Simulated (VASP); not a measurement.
An input for Ansatz (written as the equivalent of a VASP run, and not itself run):

Ansatz 0.2 input:
```yaml
crystal:
  lattice:
    - [2.7404580, 1.5822040, 4.8567010]
    - [-2.7404580, 1.5822040, 4.8567010]
    - [0.0000000, -3.1644090, 4.8567010]
  atoms:
    - { symbol: Zn, position: [0.2840700, 0.2840700, 0.2840700] }
    - { symbol: Zn, position: [0.7840700, 0.7840700, 0.7840700] }
    - { symbol: Sn, position: [0.0018400, 0.0018400, 0.0018400] }
    - { symbol: Sn, position: [0.5018400, 0.5018400, 0.5018400] }
    - { symbol: O, position: [0.8927700, 0.2128100, 0.6071000] }
    - { symbol: O, position: [0.6071000, 0.8927700, 0.2128100] }
    - { symbol: O, position: [0.2128100, 0.6071000, 0.8927700] }
    - { symbol: O, position: [0.1071000, 0.7128100, 0.3927700] }
    - { symbol: O, position: [0.7128100, 0.3927700, 0.1071000] }
    - { symbol: O, position: [0.3927700, 0.1071000, 0.7128100] }
kpoints:
  mp_grid: { grid: [3, 3, 3] }
hamiltonian:
  xc: pbe0
  pseudopotentials: { kind: paw }
scf:
  occupations: { method: gaussian, width: 0.01 }
  max_iter: 100
output: { forces: true, stress: true, eigenvalues: true }
```

Question: Write the VASP files for the same calculation (PBE0).

Answer: Several could match; the one computed here: 
File KPOINTS:
```
Automatic mesh
0
Gamma
3 3 3
0 0 0
```

**INCAR**
```
! general
SYSTEM  =ZnSnO3
PREC    =Accurate
ENCUT   =400
LREAL   =.False.
LASPH   =.True.
ISYM    =3

! electronic loop
EDIFF   =1E-6
NELM    =100
ALGO    =Normal
LMAXMIX =4

! smearing
ISMEAR  =0
SIGMA   =0.01

! functional
GGA     =PE
LHFCALC =.True.
AEXX    =0.25
HFRCUT  =-1
PRECFOCK=Fast

! ions
ISIF    =2

! output
LWAVE   =.False.
LCHARG  =.False.
```

**POSCAR**
```
ZnSnO3
5.7966390
  0.4727667188   0.2729519641   0.8378477597
 -0.4727667188   0.2729519641   0.8378477597
  0.0000000000  -0.5459041006   0.8378477597
Zn Sn O
2 2 6
Cartesian
  0.0000000000  -0.0000000490   0.7140222393
  0.0000000000  -0.0000001353   1.9707938789
  0.0000000000  -0.0000000003   0.0046249196
 -0.0000000000  -0.0000000866   1.2613965592
  0.3214624581  -0.0296481471   1.4349651011
 -0.1350552686   0.2932186107   1.4349651011
 -0.1864071895  -0.2635707591   1.4349651011
 -0.2863595292   0.0093812912   1.0160412212
  0.1513042607   0.2433039032   1.0160412212
  0.1350552686  -0.2526854037   1.0160412212
```

POTCAR, in this order: Zn Sn_d O (PBE.64 set). Program: vasp_std.

What does not carry over: each code has its own PAW files, so the cut-off isn't converted (ENCUT is set for VASP's; basis.ecutwfc is left out, and Ansatz then takes the one that its files recommend); Ansatz stops its SCF on the density residual and VASP on the energy change (EDIFF).

The structure comes from a computed database's ZnSnO3 entry; how it stands against other phases isn't given here. The cell was not relaxed at this level. The k-mesh is coarse (spacing up to 0.46 per Å, 2π included), so the numbers may not be converged in it. The run is one of a series of settings (HFRCUT = -1, HFSCREEN removed against the base run), some of them coarse on purpose.
